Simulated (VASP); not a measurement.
```xyz
2
Lattice="0.0000 2.2193 2.2193 2.2193 0.0000 2.2193 2.2193 2.2193 0.0000" Properties=species:S:1:pos:R:3 pbc="T T T"
Nb     0.0000     0.0000     0.0000
N      2.2193     2.2193     2.2193
```

All values below come from RPBE GGA, VASP's PBE PAW potentials (set 64) (plane waves; VASP). Run with 520 eV cut-off, Gaussian smearing of 0.050 eV, potentials Nb_sv N.

**Question.** Give the energies of bands 6 to 12 at the high-symmetry points, in eV from the Fermi level.

**Answer.** 
| band | Γ | X | U | L | W |
|---|---|---|---|---|---|
| 6 | -3.24 | -5.69 | -6.65 | -8.90 | -6.49 |
| 7 | -3.24 | -4.83 | -5.89 | -6.84 | -5.90 |
| 8 | -3.24 | -3.92 | -5.48 | -6.84 | -5.90 |
| 9 | -1.92 | -3.92 | -1.82 | 1.41 | -0.09 |
| 10 | -1.92 | 1.53 | 1.90 | 1.41 | -0.09 |
| 11 | -1.92 | 2.65 | 2.08 | 1.90 | 2.66 |
| 12 | -0.13 | 2.65 | 3.83 | 4.45 | 3.22 |

It has no gap at this level: it comes out as a metal or semimetal.

The compound is NbN in the rock salt structure, the cubic δ form, which competes with hexagonal ones. It was relaxed first.
